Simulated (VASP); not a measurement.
Given:

```
CELL_PARAMETERS angstrom
      4.38253     0.00000     0.00000
      0.00000     4.38253     0.00000
      0.00000     0.00000     4.38253
ATOMIC_POSITIONS crystal
  Co 0.85448 0.64552 0.35448
  Co 0.35448 0.85448 0.64552
  Co 0.14552 0.14552 0.14552
  Co 0.64552 0.35448 0.85448
  Si 0.15642 0.34358 0.65642
  Si 0.65642 0.15642 0.34358
  Si 0.84358 0.84358 0.84358
  Si 0.34358 0.65642 0.15642
```

Calculation: r2SCAN meta-GGA, VASP's PBE PAW potentials (set 64) (plane waves; VASP 6.6.1). Run with 400 eV cut-off, 8×8×8 Γ-centred mesh, tetrahedra with Blöchl corrections, potentials Co Si.

Question: Give the energies of bands 17 to 30 at the high-symmetry points, in eV from the Fermi level.

Answer: 
| band | Γ | X | M | R | X1 |
|---|---|---|---|---|---|
| 17 | -2.50 | -2.31 | -1.89 | -1.44 | -2.31 |
| 18 | -2.50 | -2.31 | -1.89 | -1.44 | -2.31 |
| 19 | -2.50 | -1.85 | -1.83 | -1.44 | -1.85 |
| 20 | -1.00 | -1.85 | -1.83 | -1.44 | -1.85 |
| 21 | -1.00 | -1.13 | -1.60 | -1.32 | -1.13 |
| 22 | -1.00 | -1.13 | -1.60 | -1.32 | -1.13 |
| 23 | -0.85 | -0.70 | -1.09 | -1.32 | -0.70 |
| 24 | -0.85 | -0.70 | -1.09 | -1.32 | -0.70 |
| 25 | 0.02 | -0.49 | -0.02 | -0.19 | -0.49 |
| 26 | 0.02 | -0.49 | -0.02 | -0.19 | -0.49 |
| 27 | 0.02 | 1.11 | 0.70 | -0.19 | 1.11 |
| 28 | 2.88 | 1.11 | 0.70 | -0.19 | 1.11 |
| 29 | 2.88 | 1.73 | 2.31 | 6.12 | 1.73 |
| 30 | 2.88 | 1.73 | 2.31 | 6.13 | 1.73 |

It has no gap at this level: it comes out as a metal or semimetal.

The compound is CoSi in the B20 structure. It was relaxed first. The run is not spin-polarised, so no magnetic state was tried.
